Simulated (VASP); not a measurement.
Data:

```
AlP
1.0
    0.00000     2.66760     2.66760
    2.66760     0.00000     2.66760
    2.66760     2.66760     0.00000
Al P
1 1
Direct
  0.00000   0.00000   0.00000
  0.25000   0.25000   0.25000
```

Calculation: HSE06 screened hybrid, VASP's PBE PAW potentials (set 64) (plane waves; VASP 6.6.1). Run with 520 eV cut-off, 6×6×6 Γ-centred mesh, Gaussian smearing of 0.050 eV, potentials Al P.

### Question
Estimate the energy per atom (σ→0), pressure, band gap (on the k-mesh) with the smallest direct gap where there is one.

### Answer

```
Quantity                                      Value
-----------------------------------  --------------
band gap (on the k-mesh)                    2.14 eV
smallest direct gap (on the k-mesh)         4.63 eV
energy per atom (σ→0)                -5980 meV/atom
pressure                                   8.01 GPa
```

Only differences to runs with the same potentials and settings are physical.

The compound is AlP in the zinc blende structure. This cell is one point of a volume scan, at 0.91 of the reference volume. The cell's shape comes from a PBE relaxation.
